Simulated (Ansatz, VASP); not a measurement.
# MgZn4Te in VASP and in Ansatz

```
Mg Zn Te
1.0
     0.00000    3.80963    3.80963
     3.80963    0.00000    3.80963
     3.80963    3.80963    0.00000
Mg Zn Te
1 4 1
Cartesian
  0.0000 0.0000 0.0000
  4.7485 2.8708 2.8708
  2.8708 4.7485 2.8708
  4.7485 4.7485 4.7485
  2.8708 2.8708 4.7485
  1.9048 1.9048 1.9048
```

Change from the starting cell: species swapped into the LaMgNi4 type (F-43m, No. 216).

Alike in both runs: task single point; functional PBE; k mesh 4 × 4 × 4; occupations gaussian, width 0.1 eV; no spin polarisation.

|  | VASP | Ansatz |
| --- | --- | --- |
| version | VASP 6.6.1 | Ansatz 0.2.0 |
| potentials or method | VASP PAW PBE potentials, release 64 (Mg, Zn, Te) | scalar-relativistic, plane waves, PAW |
| plane-wave cutoff (eV) | 520 | 420 |
| valence electrons in the cell | 56 | 74 |

```tsv
	VASP	Ansatz	Ansatz less VASP
gap on the k mesh at the Fermi level (eV)	none	none	-
pressure (GPa)	1.9	1.8	-0.09
rms of the force components (eV/Å)	0.202	0.198	-0.0034
```

Atom by atom the forces differ by 0.003 eV/Å (rms over components). A gap of «none» marks a metal or a gap that the smearing closes. The functional is the same, so the differences come from potentials, cutoffs and numerics. The two sets of potentials don't hold the same shells in valence.

Spin-orbit coupling is left out, which matters for the levels of Te.
